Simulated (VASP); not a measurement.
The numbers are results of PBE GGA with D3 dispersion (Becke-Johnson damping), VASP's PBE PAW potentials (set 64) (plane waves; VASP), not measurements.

VASP input:

INCAR:
```
! general
SYSTEM   =  Ga
PREC     =  Accurate
ENCUT    =  520   ! plane-wave cut-off (eV)
LREAL    =  .FALSE.   ! projection in real space or not
LASPH    =  .TRUE.   ! aspherical one-centre terms

! electronic loop
EDIFF    =  1E-7
NELM     =  100   ! most electronic steps
ALGO     =  Normal
LMAXMIX  =  4   ! l cut-off of mixed one-centre charges

! smearing
ISMEAR   =  1   ! Methfessel-Paxton
SIGMA    =  0.1   ! width (eV)

! functional
GGA      =  PE   ! PBE
IVDW     =  12

! ions
IBRION   =  2
NSW      =  30   ! most ionic steps
ISIF     =  4   ! ions and shape, fixed volume
EDIFFG   =  -0.01

! output
LWAVE    =  .FALSE.
LCHARG   =  .FALSE.
```

File KPOINTS:
```
Automatic mesh
0
Gamma
8 8 7
0 0 0
```

**POSCAR**
```
Ga
1
    2.2003425327    -3.7859108190     0.0000000000
    2.2003425327     3.7859108190     0.0000000000
    0.0000000000     0.0000000000     4.5100837364
Ga
4
Direct
  0.1554533572   0.8445466428   0.9180552815
  0.3445466428   0.6554533572   0.4180552815
  0.6554533572   0.3445466428   0.5819447185
  0.8445466428   0.1554533572   0.0819447185
```

POTCAR, in this order: Ga_d (PBE.64 set). Program: vasp_std.

Output

File OSZICAR:
```
...
DAV:   3    -0.115335162289E+02    0.47315E-03   -0.63106E-04  6716   0.424E-01    0.905E-03
DAV:   4    -0.115335472311E+02   -0.31002E-04   -0.33453E-04  5355   0.200E-01    0.792E-03
DAV:   5    -0.115335478362E+02   -0.60510E-06   -0.16314E-05  7826   0.356E-02    0.341E-03
DAV:   6    -0.115335479746E+02   -0.13846E-06   -0.58801E-07  4350   0.757E-03    0.203E-03
DAV:   7    -0.115335479246E+02    0.50015E-07   -0.13902E-07  3326   0.484E-03
   2 F= -.12769139E+02 E0= -.12768883E+02  d E =-.336203E-03
       N       E                     dE             d eps       ncg     rms          rms(c)
DAV:   1    -0.115452758753E+02   -0.11728E-01   -0.32967E-01  6286   0.398E+00    0.676E-01
DAV:   2    -0.115386041983E+02    0.66717E-02   -0.15103E-02  5793   0.200E+00    0.412E-01
DAV:   3    -0.115343419131E+02    0.42623E-02   -0.58086E-03  6759   0.127E+00    0.274E-02
DAV:   4    -0.115346176354E+02   -0.27572E-03   -0.29899E-03  5376   0.599E-01    0.238E-02
DAV:   5    -0.115346215720E+02   -0.39366E-05   -0.13961E-04  7764   0.104E-01    0.988E-03
DAV:   6    -0.115346226729E+02   -0.11009E-05   -0.58034E-06  6517   0.225E-02    0.626E-03
DAV:   7    -0.115346221229E+02    0.54995E-06   -0.10770E-06  6170   0.122E-02    0.280E-03
DAV:   8    -0.115346220692E+02    0.53682E-07   -0.30107E-07  4167   0.690E-03
   3 F= -.12770165E+02 E0= -.12770085E+02  d E =-.136289E-02
       N       E                     dE             d eps       ncg     rms          rms(c)
DAV:   1    -0.115782735106E+02   -0.43651E-01   -0.13221E+00  6265   0.798E+00    0.136E+00
DAV:   2    -0.115512762894E+02    0.26997E-01   -0.60508E-02  5725   0.389E+00    0.826E-01
DAV:   3    -0.115341493009E+02    0.17127E-01   -0.24072E-02  6877   0.252E+00    0.552E-02
DAV:   4    -0.115352306322E+02   -0.10813E-02   -0.11829E-02  5313   0.120E+00    0.468E-02
DAV:   5    -0.115352445426E+02   -0.13910E-04   -0.54350E-04  7735   0.204E-01    0.194E-02
DAV:   6    -0.115352468269E+02   -0.22844E-05   -0.17413E-05  7518   0.532E-02    0.829E-03
DAV:   7    -0.115352458292E+02    0.99776E-06   -0.34184E-06  6150   0.203E-02    0.310E-03
DAV:   8    -0.115352457979E+02    0.31247E-07   -0.87848E-07  4565   0.114E-02
   4 F= -.12770684E+02 E0= -.12770935E+02  d E =-.188115E-02
       N       E                     dE             d eps       ncg     rms          rms(c)
DAV:   1    -0.115459042793E+02   -0.10658E-01   -0.31891E-01  6258   0.392E+00    0.668E-01
DAV:   2    -0.115393641388E+02    0.65401E-02   -0.14612E-02  5715   0.196E+00    0.407E-01
DAV:   3    -0.115351867292E+02    0.41774E-02   -0.55990E-03  6584   0.124E+00    0.266E-02
DAV:   4    -0.115354678085E+02   -0.28108E-03   -0.30482E-03  5355   0.610E-01    0.230E-02
DAV:   5    -0.115354735392E+02   -0.57308E-05   -0.14897E-04  7897   0.105E-01    0.108E-02
DAV:   6    -0.115354737494E+02   -0.21020E-06   -0.41084E-06  7132   0.269E-02    0.392E-03
DAV:   7    -0.115354736381E+02    0.11127E-06   -0.80712E-07  6138   0.963E-03    0.208E-03
DAV:   8    -0.115354736014E+02    0.36756E-07   -0.17534E-07  4049   0.715E-03
   5 F= -.12770965E+02 E0= -.12771225E+02  d E =-.216281E-02
       N       E                     dE             d eps       ncg     rms          rms(c)
DAV:   1    -0.115362766241E+02   -0.80299E-03   -0.22499E-02  6272   0.104E+00    0.177E-01
DAV:   2    -0.115358162035E+02    0.46042E-03   -0.10355E-03  5869   0.531E-01    0.108E-01
DAV:   3    -0.115355220024E+02    0.29420E-03   -0.39217E-04  6741   0.334E-01    0.708E-03
DAV:   4    -0.115355406031E+02   -0.18601E-04   -0.20204E-04  5355   0.154E-01    0.610E-03
DAV:   5    -0.115355409523E+02   -0.34912E-06   -0.99070E-06  7781   0.278E-02    0.252E-03
DAV:   6    -0.115355410096E+02   -0.57333E-07   -0.33591E-07  4198   0.583E-03
   6 F= -.12771019E+02 E0= -.12771313E+02  d E =-.221616E-02
       N       E                     dE             d eps       ncg     rms          rms(c)
DAV:   1    -0.115369434303E+02   -0.14025E-02   -0.28770E-02  6217   0.120E+00    0.222E-01
DAV:   2    -0.115361920431E+02    0.75139E-03   -0.13576E-03  5524   0.642E-01    0.136E-01
DAV:   3    -0.115357319413E+02    0.46010E-03   -0.65365E-04  6830   0.421E-01    0.947E-03
DAV:   4    -0.115357576218E+02   -0.25680E-04   -0.29819E-04  5376   0.192E-01    0.718E-03
DAV:   5    -0.115357582486E+02   -0.62681E-06   -0.15144E-05  7827   0.414E-02    0.167E-03
DAV:   6    -0.115357582799E+02   -0.31312E-07   -0.69621E-07  5490   0.725E-03
   7 F= -.12771210E+02 E0= -.12771500E+02  d E =-.191331E-03
       N       E                     dE             d eps       ncg     rms          rms(c)
DAV:   1    -0.115364325427E+02   -0.67429E-03   -0.14916E-02  6217   0.861E-01    0.160E-01
DAV:   2    -0.115360436029E+02    0.38894E-03   -0.70738E-04  5517   0.464E-01    0.976E-02
DAV:   3    -0.115358054008E+02    0.23820E-03   -0.33837E-04  6798   0.303E-01    0.684E-03
DAV:   4    -0.115358187126E+02   -0.13312E-04   -0.15499E-04  5383   0.139E-01    0.518E-03
DAV:   5    -0.115358190677E+02   -0.35504E-06   -0.79233E-06  7806   0.301E-02    0.120E-03
DAV:   6    -0.115358190787E+02   -0.10989E-07   -0.35132E-07  4827   0.523E-03
   8 F= -.12771252E+02 E0= -.12771517E+02  d E =-.233287E-03
       N       E                     dE             d eps       ncg     rms          rms(c)
DAV:   1    -0.115359371599E+02   -0.11809E-03   -0.74498E-03  6139   0.552E-01    0.458E-02
DAV:   2    -0.115359254954E+02    0.11664E-04   -0.24191E-04  7655   0.185E-01    0.274E-02
DAV:   3    -0.115359067356E+02    0.18760E-04   -0.20801E-05  7271   0.815E-02    0.156E-03
DAV:   4    -0.115359077195E+02   -0.98391E-06   -0.10449E-05  5383   0.338E-02    0.146E-03
DAV:   5    -0.115359077023E+02    0.17164E-07   -0.31949E-07  5000   0.442E-03
   9 F= -.12771343E+02 E0= -.12771609E+02  d E =-.914947E-04
       N       E                     dE             d eps       ncg     rms          rms(c)
DAV:   1    -0.115361317673E+02   -0.22405E-03   -0.33136E-02  6146   0.116E+00    0.966E-02
DAV:   2    -0.115360803465E+02    0.51421E-04   -0.10769E-03  7649   0.391E-01    0.577E-02
DAV:   3    -0.115359973431E+02    0.83003E-04   -0.92829E-05  7324   0.171E-01    0.331E-03
DAV:   4    -0.115360016958E+02   -0.43527E-05   -0.46124E-05  5411   0.709E-02    0.307E-03
DAV:   5    -0.115360016511E+02    0.44700E-07   -0.15584E-06  7166   0.922E-03    0.160E-03
DAV:   6    -0.115360016471E+02    0.39854E-08   -0.85529E-08  3272   0.677E-03
  10 F= -.12771444E+02 E0= -.12771706E+02  d E =-.191970E-03
       N       E                     dE             d eps       ncg     rms          rms(c)
DAV:   1    -0.115360171818E+02   -0.15531E-04   -0.29673E-03  6146   0.348E-01    0.289E-02
DAV:   2    -0.115360126265E+02    0.45554E-05   -0.96629E-05  7667   0.118E-01    0.173E-02
DAV:   3    -0.115360051809E+02    0.74455E-05   -0.83710E-06  7318   0.512E-02    0.991E-04
DAV:   4    -0.115360055684E+02   -0.38740E-06   -0.41338E-06  5390   0.213E-02    0.921E-04
DAV:   5    -0.115360055565E+02    0.11818E-07   -0.10130E-07  3191   0.278E-03
  11 F= -.12771450E+02 E0= -.12771709E+02  d E =-.197759E-03
       N       E                     dE             d eps       ncg     rms          rms(c)
DAV:   1    -0.115362213743E+02   -0.21581E-03   -0.52096E-03  6153   0.507E-01    0.845E-02
DAV:   2    -0.115361007044E+02    0.12067E-03   -0.27108E-04  5927   0.262E-01    0.510E-02
DAV:   3    -0.115360382801E+02    0.62424E-04   -0.17089E-04  7802   0.153E-01    0.573E-03
DAV:   4    -0.115360403348E+02   -0.20547E-05   -0.42465E-05  5628   0.727E-02    0.413E-03
DAV:   5    -0.115360403146E+02    0.20247E-07   -0.18607E-06  6469   0.185E-02    0.105E-03
DAV:   6    -0.115360403100E+02    0.46093E-08   -0.37754E-07  4436   0.553E-03
  12 F= -.12771496E+02 E0= -.12771745E+02  d E =-.460850E-04
```

OUTCAR:
```
------------------------ aborting loop because EDIFF is reached ----------------------------------------
 Edisp (eV)   -1.23546
  FORCE on cell =-STRESS in cart. coord.  units (eV):
  Direction    XX          YY          ZZ          XY          YZ          ZX
  --------------------------------------------------------------------------------------
  Total       0.98865     0.92402     0.96784     0.00000     0.00000     0.00000
  in kB      21.08034    19.70234    20.63656     0.00000     0.00000     0.00000
  external pressure =       20.47 kB  Pullay stress =        0.00 kB
  volume of cell :       75.14
      direct lattice vectors                 reciprocal lattice vectors
     2.223527090 -3.790556830 -0.000000000     0.224867960 -0.131906742  0.000000000
     2.223527090  3.790556830  0.000000000     0.224867960  0.131906742 -0.000000000
     0.000000000  0.000000000  4.457587134     0.000000000 -0.000000000  0.224336613
 POSITION                                       TOTAL-FORCE (eV/Angst)
 -----------------------------------------------------------------------------------
      2.22353      2.61585      4.08777         0.000000      0.001546     -0.006894
      2.22353      1.17470      1.85898         0.000000     -0.001546     -0.006894
      2.22353     -1.17470      2.59861         0.000000      0.001546      0.006894
      2.22353     -2.61585      0.36981         0.000000     -0.001546      0.006894
 -----------------------------------------------------------------------------------
    total drift:                               -0.000000     -0.000000     -0.000000
  FREE ENERGIE OF THE ION-ELECTRON SYSTEM (eV)
  ---------------------------------------------------
  free  energy   TOTEN  =       -12.7714956458 eV

  energy  without entropy=      -12.7722433132  energy(sigma->0) =      -12.77174487

 reached required accuracy - stopping structural energy minimisation
```
(Selected blocks of OUTCAR.)

CONTCAR:
```
Ga
   1.00000000000000
     2.2235270903095339   -3.7905568303945150   -0.0000000000000000
     2.2235270903095339    3.7905568303945150    0.0000000000000000
     0.0000000000000000    0.0000000000000000    4.4575871343058768
  Ga
     4
Direct
     0.1549511888345000    0.8450488111655001    0.9170370457728870
     0.3450488111655001    0.6549511888344999    0.4170370457728869
     0.6549511888344999    0.3450488111655001    0.5829629542271130
     0.8450488111655001    0.1549511888345000    0.0829629542271130
```

**OUTCAR**
```
 val. band max:        5.4516980559   @ k =  -0.3750   0.3750   0.1429

 cond. band min:       5.4771497875   @ k =   0.5000   0.3750   0.1429


 Fermi energy:         5.4571905547

 k-point     1 :       0.0000    0.0000    0.0000
  band No.  band energies     occupation
      1      -9.8175      2.00000
      2      -9.8110      2.00000
      3      -9.7742      2.00000
      4      -9.7544      2.00000
      5      -9.7330      2.00000
      6      -9.7065      2.00000
      7      -9.6458      2.00000
      8      -9.5804      2.00000
      9      -9.5590      2.00000
     10      -9.5403      2.00000
     11      -9.5283      2.00000
     12      -9.5266      2.00000
     13      -9.5074      2.00000
     14      -9.4668      2.00000
     15      -9.4425      2.00000
     16      -9.3903      2.00000
     17      -9.3295      2.00000
     18      -9.3179      2.00000
     19      -9.2907      2.00000
     20      -9.2023      2.00000
     21      -5.9334      2.00000
     22       1.1938      2.00000
     23       1.5954      2.00000
     24       3.6217      2.00000
     25       3.7820      2.00000
     26       4.5445      2.00000
     27       6.3329     -0.00000
     28       6.3868     -0.00000
     29       6.4362     -0.00000
     30      10.7503      0.00000
     31      10.9948      0.00000

 k-point     2 :       0.1250    0.0000    0.0000
  band No.  band energies     occupation
      1      -9.8208      2.00000
      2      -9.8035      2.00000
      3      -9.7786      2.00000
      4      -9.7619      2.00000
      5      -9.7204      2.00000
      6      -9.7028      2.00000
      7      -9.6508      2.00000
      8      -9.6189      2.00000
      9      -9.5607      2.00000
     10      -9.5596      2.00000
     11      -9.5067      2.00000
     12      -9.5038      2.00000
     13      -9.5022      2.00000
     14      -9.4652      2.00000
     15      -9.4318      2.00000
     16      -9.3756      2.00000
     17      -9.3333      2.00000
...
```

The compound is Ga in the alpha structure. This cell is one point of a volume scan, at 0.97 of the reference volume. Symmetry was kept, so distortions that lower it aren't found.
